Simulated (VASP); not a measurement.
Output of a VASP run:

File OUTCAR:
```
 ion  position               nearest neighbor table
   1  0.000  0.000  0.000-   2 2.64   2 2.64   2 2.64   2 2.64
   2  0.250  0.250  0.250-   1 2.64   1 2.64   1 2.64   1 2.64
  LATTYP: Found a face centered cubic cell.
 ALAT       =     6.0972160344
 Subroutine PRICEL returns:
 Original cell was already a primitive cell.
 Subroutine GETGRP returns: Found 24 space group operations
The static configuration has the point symmetry T_d .
The dynamic configuration has the point symmetry T_d .
 Subroutine INISYM returns: Found 24 space group operations
 Subroutine IBZKPT returns following result:
 Found     29 irreducible k-points:

 Following reciprocal coordinates:
            Coordinates               Weight
  0.000000  0.000000  0.000000      1.000000
  0.125000  0.000000  0.000000      8.000000
  0.250000  0.000000  0.000000      8.000000
  0.375000  0.000000  0.000000      8.000000
  0.500000  0.000000  0.000000      4.000000
  0.125000  0.125000  0.000000      6.000000
  0.250000  0.125000  0.000000     24.000000
  0.375000  0.125000  0.000000     24.000000
  0.500000  0.125000  0.000000     24.000000
 -0.375000  0.125000  0.000000     24.000000
 -0.250000  0.125000  0.000000     24.000000
 -0.125000  0.125000  0.000000     12.000000
  0.250000  0.250000  0.000000      6.000000
  0.375000  0.250000  0.000000     24.000000
  0.500000  0.250000  0.000000     24.000000
 -0.375000  0.250000  0.000000     24.000000
 -0.250000  0.250000  0.000000     12.000000
  0.375000  0.375000  0.000000      6.000000
  0.500000  0.375000  0.000000     24.000000
 -0.375000  0.375000  0.000000     12.000000
  0.500000  0.500000  0.000000      3.000000
  0.375000  0.250000  0.125000     24.000000
  0.500000  0.250000  0.125000     48.000000
 -0.375000  0.250000  0.125000     24.000000
  0.500000  0.375000  0.125000     24.000000
 -0.375000  0.375000  0.125000     48.000000
 -0.250000  0.375000  0.125000     24.000000
 -0.375000  0.500000  0.125000     12.000000
 -0.250000  0.500000  0.250000      6.000000
   k-points           NKPTS =     29   k-points in BZ     NKDIM =     29   number of bands    NBANDS=     13
   number of dos      NEDOS =    301   number of ions     NIONS =      2
   total plane-waves  NPLWV =  32768
   dimension x,y,z NGX =    32 NGY =   32 NGZ =   32
   dimension x,y,z NGXF=    64 NGYF=   64 NGZF=   64
   ions per type =               1   1
   PREC   = accura    normal or accurate (medium, high low for compatibility)
   ISTART =      0    job   : 0-new  1-cont  2-samecut
   ICHARG =      2    charge: 1-file 2-atom 10-const
   ISPIN  =      1    spin polarized calculation?
   LNONCOLLINEAR =      F non collinear calculations
   LSORBIT =      F    spin-orbit coupling
   INIWAV =      1    electr: 0-lowe 1-rand  2-diag
   ENCUT  =  520.0 eV  38.22 Ry    6.18 a.u.   8.02  8.02  8.02*2*pi/ulx,y,z
   NELM   =    100;   NELMIN=  2; NELMDL= -5     # of ELM steps
   EDIFF  = 0.1E-06   stopping-criterion for ELM
   LREAL  =      F    real-space projection
   NLSPLINE    = F    spline interpolate recip. space projectors
   LMAXMIX     =    4 max onsite mixed and CHGCAR
   VOSKOWN=      0    Vosko Wilk Nusair interpolation
   EDIFFG = 0.1E-05   stopping-criterion for IOM
   NSW    =      0    number of steps for IOM
   NBLOCK =      1;   KBLOCK =      1    inner block; outer block
   IBRION =     -1    ionic relax: 0-MD 1-quasi-New 2-CG
   NFREE  =      0    steps in history (QN), initial steepest desc. (CG)
   ISIF   =      2    stress and relaxation
   ISYM   =      2    0-nonsym 1-usesym 2-fastsym
   TEIN   =    0.0    initial temperature
   TEBEG  =    0.0;   TEEND  =   0.0 temperature during run
   SMASS  =  -3.00    Nose mass-parameter (am)
   PSTRESS=    0.0 pullay stress
   NELECT =      18.0000    total number of electrons
   EFERMI =   0.00;   METHOD = LEGACY
   ISMEAR =     0;   SIGMA  =   0.05  broadening in eV -4-tet -1-fermi 0-gaus
   IALGO  =     38    algorithm
...
```

### OSZICAR
```
       N       E                     dE             d eps       ncg     rms          rms(c)
DAV:   1     0.111392339855E+03    0.11139E+03   -0.80024E+03   754   0.147E+03
DAV:   2     0.677694654354E+01   -0.10462E+03   -0.98581E+02   774   0.268E+02
DAV:   3    -0.772101300187E+00   -0.75490E+01   -0.74454E+01   999   0.819E+01
DAV:   4    -0.104232535607E+01   -0.27022E+00   -0.27003E+00   924   0.137E+01
DAV:   5    -0.104935356066E+01   -0.70282E-02   -0.70280E-02  1095   0.228E+00    0.510E+00
DAV:   6    -0.974351052120E+00    0.75003E-01   -0.35310E+00   806   0.536E+01    0.331E+00
DAV:   7    -0.833033906754E+00    0.14132E+00   -0.77778E-01   834   0.318E+01    0.157E+00
DAV:   8    -0.835903233005E+00   -0.28693E-02   -0.51250E-02  1081   0.399E+00    0.490E-01
DAV:   9    -0.832907189119E+00    0.29960E-02   -0.13677E-02   977   0.363E+00    0.181E-01
DAV:  10    -0.833020216303E+00   -0.11303E-03   -0.62613E-04   894   0.202E-01    0.104E-01
DAV:  11    -0.833040382859E+00   -0.20167E-04   -0.57216E-04   995   0.755E-01    0.404E-02
DAV:  12    -0.833039003055E+00    0.13798E-05   -0.54773E-05  1158   0.130E-01    0.357E-02
DAV:  13    -0.833037953827E+00    0.10492E-05   -0.27435E-06  1131   0.289E-02    0.181E-02
DAV:  14    -0.833036984848E+00    0.96898E-06   -0.95636E-06  1067   0.966E-02    0.221E-03
DAV:  15    -0.833037386496E+00   -0.40165E-06   -0.15744E-06   844   0.793E-03    0.539E-03
DAV:  16    -0.833037306517E+00    0.79979E-07   -0.66605E-08   552   0.300E-03
   1 F= -.83303731E+00 E0= -.83303731E+00  d E =-.468279E-11
```

OUTCAR:
```
------------------------ aborting loop because EDIFF is reached ----------------------------------------
  FORCE on cell =-STRESS in cart. coord.  units (eV):
  Direction    XX          YY          ZZ          XY          YZ          ZX
  --------------------------------------------------------------------------------------
  Total       -0.8386244     -0.8386244     -0.8386244     -0.0000000      0.0000000      0.0000000
  in kB      -23.7106435    -23.7106435    -23.7106435     -0.0000000      0.0000000      0.0000000
  external PRESSURE =     -23.7106435 kB  Pullay stress =       0.0000000 kB
  volume of cell :       56.67
      direct lattice vectors                 reciprocal lattice vectors
     0.000000000  3.048608017  3.048608017    -0.164009278  0.164009278  0.164009278
     3.048608017  0.000000000  3.048608017     0.164009278 -0.164009278  0.164009278
     3.048608017  3.048608017  0.000000000     0.164009278  0.164009278 -0.164009278
  FREE ENERGIE OF THE ION-ELECTRON SYSTEM (eV)
  ---------------------------------------------------
  free  energy   TOTEN  =        -0.8330373065 eV

  energy  without entropy=       -0.8330373065  energy(sigma->0) =       -0.83303731
```
(Selected blocks of OUTCAR.)

File POSCAR:
```
CuI
1
    0.0000000000     3.0486080172     3.0486080172
    3.0486080172     0.0000000000     3.0486080172
    3.0486080172     3.0486080172     0.0000000000
Cu I
1 1
Direct
  0.0000000000   0.0000000000   0.0000000000
  0.2500000000   0.2500000000   0.2500000000
```

Task: Write an INCAR and KPOINTS that could have produced this output.

Result: Several could match; the one computed here: the input of the run itself, vdW-DF-cx, plane waves, VASP's PBE PAW potentials (set 64).

### KPOINTS
```
kpoints
0
G
 8 8 8
```

INCAR:
```
AGGAC=0.0
ALGO=Normal
EDIFF=1E-7
ENCUT=520
GGA=CX
ISIF=2
ISMEAR=0
LASPH=.TRUE.
LCHARG=.FALSE.
LMAXMIX=4
LREAL=.FALSE.
LUSE_VDW=.TRUE.
LWAVE=.FALSE.
NELM=100
PREC=Accurate
SIGMA=0.05
SYSTEM=CuI
```

POTCAR, in this order: Cu I (PBE.64 set). Program: vasp_std.

The compound is CuI in the zinc blende structure. This cell is one point of a volume scan, at 1.06 of the reference volume.
